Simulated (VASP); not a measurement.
An input for Ansatz (written as the equivalent of a VASP run, and not itself run):

Ansatz 0.2 input:
```yaml
crystal:
  lattice:
    - [0.0000000, 2.8261768, 2.8261768]
    - [2.8261768, 0.0000000, 2.8261768]
    - [2.8261768, 2.8261768, 0.0000000]
  atoms:
    - { symbol: In, position: [0.0000000, 0.0000000, 0.0000000] }
    - { symbol: As, position: [0.5000000, 0.5000000, 0.5000000] }
kpoints:
  mp_grid: { grid: [11, 11, 11] }
hamiltonian:
  xc: pbesol
  pseudopotentials: { kind: paw }
scf:
  occupations: { method: methfessel_paxton, width: 0.1 }
  max_iter: 100
relax:
  max_steps: 40
  f_tol: 0.02
  cell: { p_target: 5 }
output: { forces: true, stress: true, eigenvalues: true }
```

Question: Translate this input to VASP (INCAR, KPOINTS, POSCAR, choice of POTCAR).

Answer: One answer among several that fit: 
**POSCAR**
```
InAs
1
    0.0000000000     2.8261768368     2.8261768368
    2.8261768368     0.0000000000     2.8261768368
    2.8261768368     2.8261768368     0.0000000000
In As
1 1
Direct
  0.0000000000   0.0000000000   0.0000000000
  0.5000000000   0.5000000000   0.5000000000
```

### INCAR
```
SIGMA = 0.1   # width (eV)
EDIFF = 1E-6
EDIFFG = -0.02
ISMEAR = 1
LCHARG = F
SYSTEM = InAs
LWAVE = F
ISIF = 3
GGA = PS   # PBEsol
ALGO = Normal   # blocked Davidson
ENCUT = 500   # plane-wave cut-off (eV)
PSTRESS = 50
LMAXMIX = 4   # l cut-off of mixed one-centre charges
NELM = 100
LASPH = T   # aspherical one-centre terms
LREAL = F   # projection in real space or not
NSW = 40   # most ionic steps
IBRION = 2
PREC = Accurate
```

### KPOINTS
```
Automatic mesh
0
Gamma
11 11 11
0 0 0
```

POTCAR, in this order: In_d As (PBE.64 set). Program: vasp_std.

The two are equivalent in intent, not identical: each code has its own PAW files, so the cut-off isn't converted (ENCUT is set for VASP's; basis.ecutwfc is left out, and Ansatz then takes the one that its files recommend); Ansatz stops its SCF on the density residual and VASP on the energy change (EDIFF).

The structure was generated: InAs was put into the rock salt type (Fm-3m), which need not be its known phase. This run relaxes it under an external pressure of 5 GPa. Symmetry was kept, so distortions that lower it aren't found.
